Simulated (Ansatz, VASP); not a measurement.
# B4TeMo in two plane-wave programs, part 2 of 2

Aim: how closely do two programs agree when they are given the same cell, functional and k mesh? The two relaxations start from unlike cells of this crystal (the structure described is Ansatz's start), so only their ends are compared.

VASP 6.6.1 and Ansatz 0.2.0.

So far: Starting point; Ansatz: relaxation of cell and atoms, PBE; VASP: relaxation of cell and atoms, PBE.

## (3) VASP: relaxation of cell and atoms, PBE (continued)

Level of this step: PBE, no spin polarisation; plane waves and PAW (Te, Mo_sv, B) (VASP).

Numbers of over 12 decimals in the logs are rounded to 6 here.

Parts of OUTCAR (step 3):

```text
ion  position               nearest neighbor table
   1  0.000  0.000  0.000-
   2  0.000  0.000  0.500-   5 2.38   6 2.38   3 2.38   4 2.38   5 2.38   6 2.38   3 2.38   4 2.38
                             3 2.38   4 2.38   5 2.38   6 2.38
   3  0.667  0.333  0.338-   5 1.73   5 1.73   5 1.73   2 2.38   2 2.38   2 2.38
   4  0.667  0.333  0.662-   6 1.73   6 1.73   6 1.73   2 2.38   2 2.38   2 2.38
   5  0.333  0.667  0.338-   3 1.73   3 1.73   3 1.73   2 2.38   2 2.38   2 2.38
   6  0.333  0.667  0.662-   4 1.73   4 1.73   4 1.73   2 2.38   2 2.38   2 2.38

  LATTYP: Found a hexagonal cell.
 ALAT       =     3.0005375129
 C/A-ratio  =     3.3489983336

 Subroutine GETGRP returns: Found 24 space group operations
 (whereof 24 operations were pure point group operations)

The static configuration has the point symmetry D_6h.

 Found     36 irreducible k-points:

   k-points           NKPTS =     36   k-points in BZ     NKDIM =     36   number of bands    NBANDS=     22

   dimension x,y,z NGX =    24 NGY =   24 NGZ =   80
   dimension x,y,z NGXF=    48 NGYF=   48 NGZF=  160

   ENCUT  =  500.0 eV  36.75 Ry    6.06 a.u.   5.47  5.47 18.32*2*pi/ulx,y,z

   NELECT =      32.0000    total number of electrons

 k-points in reciprocal lattice and weights: Automatic mesh
   0.00000000  0.00000000  0.00000000       0.003
   0.11111111  0.00000000  0.00000000       0.019
   0.22222222 -0.00000000  0.00000000       0.019
   0.33333333  0.00000000  0.00000000       0.019
   0.44444444 -0.00000000  0.00000000       0.019
   0.11111111  0.11111111  0.00000000       0.019
   0.22222222  0.11111111  0.00000000       0.037
   0.33333333  0.11111111  0.00000000       0.037
   0.44444444  0.11111111  0.00000000       0.019
[...]
0.33333333  0.22222222  0.50000000       0.037
   0.33333333  0.33333333  0.50000000       0.006

 average (electrostatic) potential at core
       1 -88.7007       2 -76.0429       3 -25.5152       4 -25.5152       5 -25.5152
       6 -25.5152

 E-fermi :   6.2880

 k-point     1 :       0.0000    0.0000    0.0000
  band No.  band energies     occupation
    ...
     11       3.3983      2.00000
     12       4.5889      2.00000
     13       5.1869      2.00000
     14       5.7090      1.99998
     15       5.7090      1.99998
     16       6.7054      0.00047
     17       6.7054      0.00047
     18       8.9498      0.00000
     19       8.9498      0.00000
     20      12.0445      0.00000
    ...

 k-point     2 :       0.1111    0.0000    0.0000
  band No.  band energies     occupation
    ...
     11       3.5885      2.00000
     12       3.9447      2.00000
     13       4.6941      2.00000
     14       5.2764      2.00000
     15       5.3049      2.00000
     16       7.6799      0.00000
     17       7.7063      0.00000
     18       8.1099      0.00000
     19       8.4351      0.00000
     20       9.9101      0.00000
    ...

 k-point     3 :       0.2222   -0.0000    0.0000
  band No.  band energies     occupation
    ...
     12       3.5298      2.00000
     13       3.9997      2.00000
     14       5.0886      2.00000
     15       5.2797      2.00000
     16       6.2760      1.11929
     17       7.0459      0.00000
     18       7.7853      0.00000
     19       8.7370      0.00000
     20       9.1384      0.00000
     21       9.9355      0.00000
    ...

  Total       -0.0227479     -0.0227479      0.0017790     -0.0000000      0.0000000     -0.0000000
  in kB       -0.4408344     -0.4408343      0.0344751     -0.0000000      0.0000000     -0.0000000
  external PRESSURE =      -0.2823979 kB  Pullay stress =       0.0000000 kB

  energy-cutoff  :      500.00
  volume of cell :       82.68
      direct lattice vectors                 reciprocal lattice vectors
     3.000775907 -0.000000000  0.000000000     0.333247144  0.192400339 -0.000000000
    -1.500387953  2.598748021  0.000000000     0.000000000  0.384800678 -0.000000000
     0.000000000  0.000000000 10.601765921    -0.000000000 -0.000000000  0.094323909

 POSITION                                       TOTAL-FORCE (eV/Angst)
 -----------------------------------------------------------------------------------
      0.00000      0.00000      0.00000         0.000000      0.000000     -0.000000
      0.00000      0.00000      5.30088         0.000000      0.000000     -0.000000
      1.50039      0.86625      3.66662         0.000000      0.000000      0.000663
      1.50039      0.86625      6.93515        -0.000000     -0.000000     -0.000663
     -0.00000      1.73250      3.66662         0.000000      0.000000      0.000663
     -0.00000      1.73250      6.93515        -0.000000     -0.000000     -0.000663
 -----------------------------------------------------------------------------------
    total drift:                                0.000000     -0.000000     -0.000000

  FREE ENERGIE OF THE ION-ELECTRON SYSTEM (eV)
  ---------------------------------------------------
  free  energy   TOTEN  =       -39.9542671402 eV

  energy  without entropy=      -39.9335202222  energy(sigma->0) =      -39.94389368

 reached required accuracy - stopping structural energy minimisation

 total charge
# of ion       s       p       d       tot
------------------------------------------
    1        1.441   1.807   0.065   3.312
    2        2.303   6.250   3.930  12.484
    3        0.709   1.222   0.000   1.930
    4        0.709   1.222   0.000   1.930
    5        0.709   1.222   0.000   1.930
    6        0.709   1.222   0.000   1.930
--------------------------------------------------
tot          6.579  12.943   3.995  23.517

[... 3 further parts left out ...]
```

CONTCAR:

```
B4TeMo
   1.00000000000000
     3.0007759068238102   -0.0000000000000027    0.0000000000000000
    -1.5003879533619036    2.5987480207963700    0.0000000000000000
     0.0000000000000000    0.0000000000000000   10.6017659210751347
  Te              Mo              B
     1     1     4
Direct
     0.0000000000000000    0.0000000000000000    0.0000000000000000
     0.0000000000000000    0.0000000000000000    0.5000000000000000
     0.6666666667000030    0.3333333332999970    0.3458497094104306
     0.6666666667000030    0.3333333332999970    0.6541502905895695
     0.3333333332999970    0.6666666667000030    0.3458497094104306
     0.3333333332999970    0.6666666667000030    0.6541502905895695
```

## (4) Side by side

Known differences besides the potentials themselves: the data sets hold 42 valence electrons in Ansatz (on its PAW soft_1 files) and 32 in VASP; the cutoff is 420 eV in Ansatz and 500 eV in VASP; Ansatz adds a Pulay correction to the stress that steers its cell, VASP none. Total energies have different zeros and are not compared.

The two programs side by side:

```
                                         quantity  Ansatz    VASP  difference
                                      volume (Å³)   82.68   82.68     +0.01 %
edge a after relaxation, in the typed setting (Å)   3.000   3.001     -0.02 %
edge c after relaxation, in the typed setting (Å)  10.607  10.602     +0.05 %
```

## (5) Summary of results

* difference in edge c after relaxation, in the typed setting (relaxation of cell and atoms, PBE): 0.050 %

**Reading.** The difference in edge c after relaxation, in the typed setting is 0.050 % (relaxation of cell and atoms, PBE), within the 1.2 % picked in this series as the mark of a large difference, as far as the stopping tolerances let one tell. The data sets hold unlike numbers of valence electrons (42 in Ansatz and 32 in VASP), so part of the differences comes from the potentials. Such differences can come from data sets, numerical settings and the points named under the comparisons, not from the functional's error against experiment.

[Lines on the potential files, build, host, timing and source positions are cut from VASP's logs without a mark.]

[Logs are printed without paths, hosts, clocks, repeated set-up lines and the standing remarks that a program may print on its own settings, such as how far it seeks lower states.]

[Hosts, paths, dates, database ids (printed as entryN), source tags and the programs' standing remarks are cut or masked in the printed files.]
